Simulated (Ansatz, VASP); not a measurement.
# Cross-check of SiTeS (1T-SiSTe monolayer) between VASP and Ansatz, part 2 of 2

Wanted: the spread between two codes on one cell, functional and k mesh. The cell is taken from a series of runs on this material, whose earlier steps may have relaxed, scaled, displaced or heated it; both programs get it as it stands.

VASP 6.6.1 and Ansatz 0.2.0.

So far: Set-up; Ansatz: single point, LDA; VASP: single point, LDA; Comparison.

### Step 5. VASP: single point, PBE, spin-orbit coupling

Level of this step: PBE, spin-orbit coupling; plane waves and PAW (Te, Si, S) (VASP).

With cell and atoms fixed, the geometry can't cause a difference; cores, projectors, grids and the points listed under the comparison can.

INCAR

```
SYSTEM = SiTeS
PREC = Accurate
ENCUT = 400
EDIFF = 1E-06
NELM = 200
ISMEAR = -1
SIGMA = 0.02585
LREAL = .FALSE.
ALGO = Normal
GGA = PE
LNONCOLLINEAR = .TRUE.
MAGMOM = 0 0 0 0 0 0 0 0 0
NBANDS = 28
GGA_COMPAT = .FALSE.
LASPH = .TRUE.
LSORBIT = .TRUE.
LORBIT = 11
LWAVE = .FALSE.
LCHARG = .FALSE.
ISIF = 2
LDIPOL = .TRUE.
IDIPOL = 3
DIPOL = 0.5 0.5 0.504
LVHAR = .TRUE.
NELMDL = -8
KPAR = 2
```

POSCAR

```
SiTeS
1.0
    3.4591095535      0.0000000000      0.0000000000
   -1.7295547768      2.9956767478      0.0000000000
    0.0000000000      0.0000000000     20.9882734852
Te Si S
1 1 1
Direct
    0.6666666667      0.3333333333      0.4288108789
    0.0000000000      1.0000000000      0.5126055726
    0.3333333334      0.6666666666      0.5711891211
```

KPOINTS

```
Automatic mesh
0
Gamma
12 12 1
0 0 0
```

PAW data sets: Te, Si and S (PBE family, release 64).

Command:

```bash
$ mpirun -np 2 vasp_ncl
```

Numbers of over 12 decimals in the logs are rounded to 6 here.

The program printed:

```text
[banner, memory and clock lines left out]
running    2 mpi-ranks, on    1 nodes
[...]
LDA part: xc-table for (Slater+PW92), standard interpolation
 POSCAR, INCAR and KPOINTS ok, starting setup
[...]
entering main loop
       N       E                     dE             d eps       ncg     rms          rms(c)
DAV:   1     0.101091773634E+03    0.10109E+03   -0.43030E+03  1752   0.665E+02
DAV:   2    -0.242976568436E+00   -0.10133E+03   -0.95279E+02  2656   0.146E+02
DAV:   3    -0.128867871457E+02   -0.12644E+02   -0.12431E+02  2316   0.564E+01
DAV:   4    -0.132821656068E+02   -0.39538E+00   -0.39372E+00  2432   0.119E+01
[...]
DAV:  24    -0.130923046234E+02   -0.12112E-04   -0.35810E-07  1632   0.254E-03    0.266E-03
DAV:  25    -0.130923062744E+02   -0.16510E-05   -0.10630E-07  1684   0.148E-03    0.129E-03
DAV:  26    -0.130923072261E+02   -0.95162E-06   -0.56993E-08  1680   0.944E-04
   1 F= -.13092307E+02 E0= -.13090925E+02  d E =-.276463E-02  mag=     0.0000    -0.0000     0.0000
```

From OUTCAR (step 5):

```text
  Total        1.8366366      1.8366366      1.0743917     -0.0000000      0.0000000      0.0000000
  in kB       13.5300010     13.5300010      7.9147512     -0.0000000      0.0000000      0.0000000
  external PRESSURE =      11.6582511 kB  Pullay stress =       0.0000000 kB

 POSITION                                       TOTAL-FORCE (eV/Angst)
 -----------------------------------------------------------------------------------
      1.72955      0.99856      9.00000        -0.000000     -0.000000     -0.382611
      0.00000      0.00000     10.75871        -0.000000      0.000000      0.044784
      0.00000      1.99712     11.98827         0.000000      0.000000      0.337827
 -----------------------------------------------------------------------------------
    total drift:                               -0.000000      0.000000     -0.000163

  FREE ENERGIE OF THE ION-ELECTRON SYSTEM (eV)
  ---------------------------------------------------
  free  energy   TOTEN  =       -13.0923072261 eV

  energy  without entropy=      -13.0895426004  energy(sigma->0) =      -13.09092491

 magnetization (x)
# of ion       s       p       d       tot
------------------------------------------
    1        0.000  -0.000  -0.000  -0.000
    2       -0.000   0.000   0.000   0.000
    3        0.000   0.000   0.000   0.000
--------------------------------------------------
tot         -0.000   0.000  -0.000  -0.000

 magnetization (y)
# of ion       s       p       d       tot
------------------------------------------
    1        0.000   0.000   0.000   0.000
    2        0.000   0.000   0.000   0.000
    3        0.000   0.000   0.000   0.000
--------------------------------------------------
tot          0.000   0.000   0.000   0.000

 magnetization (z)
# of ion       s       p       d       tot
------------------------------------------
    1        0.000  -0.000   0.000  -0.000
    2        0.000   0.000   0.000   0.000
    3        0.000   0.000   0.000   0.000
--------------------------------------------------
tot          0.000  -0.000   0.000  -0.000

[... 1 part as in an earlier step ...]

[... 2 further parts left out ...]
[key lines of the parts left out:]
E-fermi :  -1.0206
```

### Step 6. Ansatz: single point, PBE, spin-orbit coupling

The same cell, functional, mesh and smearing now go to Ansatz, which takes its cutoff from its data sets.

The cell is taken from a series of runs on this material, whose earlier steps may have relaxed, scaled, displaced or heated it; both programs get it as it stands.

input.yaml

```yaml
crystal:
  lattice:
    - [3.4591095535, 0.0, 0.0]
    - [-1.7295547768, 2.9956767478, 0.0]
    - [0.0, 0.0, 20.9882734852]
  atoms:
    - { symbol: Te, position: [0.6666666667, 0.3333333333, 0.4288108789] }
    - { symbol: Si, position: [0.0, 0.0, 0.5126055726] }
    - { symbol: S, position: [0.3333333333, 0.6666666667, 0.5711891211] }
kpoints:
  mp_grid: { grid: [12, 12, 1] }
  band_path:
    path: [[0, 0, 0], [0.5, 0, 0], [0.33333333, 0.33333333, 0], [0, 0, 0]]
    npoints: 16
hamiltonian:
  xc: pbe
  pseudopotentials: { kind: paw_fr }
magnetization:
  noncollinear: true
  spin_orbit: true
scf:
  occupations: { method: fermi_dirac, width: 0.02585 }
  convergence: { dr2_threshold: 1.0e-09 }
efield:
  axis: 3
  dipole_correction: true
  ramp_position: 0.97
  ramp_width: 0.06
  amplitude: 0
output:
  write_potential: true
  write_density: true
  volumetric_format: npy
```

Command:

```bash
$ ansatz run input.yaml --threads 2 --pin off --max-ram 3072MiB --backend cpu --events-out ev --progress --plain --runs-dir out
```

The program printed:

```text
[...]
non-collinear run that drives no moment, with spin-orbit: no starting moment large enough to seed its density (crystal.atoms[].spin), no starting occupations that ask for one, no magnetisation constraint and no magnetic field, so the semilocal B_xc is pinned to zero
Crystal: 3 atoms, lattice volume = 217.488 Å³
[...]
k-point 1: bands = [... 22 lower, -0.8528, -0.6566, 0.0564, 0.1157, 1.1080, 1.1509, 2.7133, 2.7159, ... 4 higher]
  k-point 2: bands = [... 22 lower, -2.2215, -2.0251, -0.2504, -0.2015, 1.1528, 1.2365, 2.6664, 2.6838, ... 4 higher]
  k-point 18: bands = [... 22 lower, -3.2547, -3.0096, -2.3973, -2.3546, -0.0222, 0.1366, 3.3018, 3.3290, ... 4 higher]
[key lines of the parts left out:]
SCF converged after 10 iterations
Magnetization: |M| = 0.0000 μB,  M = (+0.0000, +0.0000, +0.0000) μB
Free energy (F): -8520.864494 eV
Fermi energy:    -0.437895 eV
Dipole field:    D = -0.031612 V/Å  (p = -0.037995 e·Å, saw-weighted, corrected)
Work function:   Φ+ = 4.8951 eV   Φ− = 4.2316 eV
```

### Step 7. Comparison

What differs besides the data sets and the points named for the pairs above, as far as they apply: spin-orbit coupling enters by fully relativistic files in Ansatz and inside the spheres in VASP; the data sets hold 26 valence electrons in Ansatz (on its fully relativistic PAW (standard-fr) files) and 16 in VASP. Total energies have different zeros and are not compared.

The two programs side by side:

```
                                   quantity  Ansatz  VASP  difference
 work function, lower of the two faces (eV)    4.23  4.23        0.00
work function, higher of the two faces (eV)    4.90  4.88       +0.02
```

With vacuum in the cell, a pressure given here is an average over mostly empty space and none of the material.

### Step 8. What came out

```
difference in work function, higher of the two faces (single point, LDA)                      : 0.018 eV
difference in work function, higher of the two faces (single point, PBE, spin-orbit coupling) : 0.019 eV
```

**Reading.** The difference in work function, higher of the two faces is 0.018 eV (single point, LDA). The data sets hold unlike numbers of valence electrons (26 in Ansatz and 16 in VASP), so part of the differences comes from the potentials. Such differences can come from data sets, numerical settings and the points named under the comparisons, not from the functional's error against experiment.

[Lines on the potential files, build, host, timing and source positions are cut from VASP's logs without a mark.]

[Logs are printed without paths, hosts, clocks, repeated set-up lines and the standing remarks that a program may print on its own settings, such as how far it seeks lower states.]

[Hosts, paths, dates, database ids (printed as entryN), source tags and the programs' standing remarks are cut or masked in the printed files.]
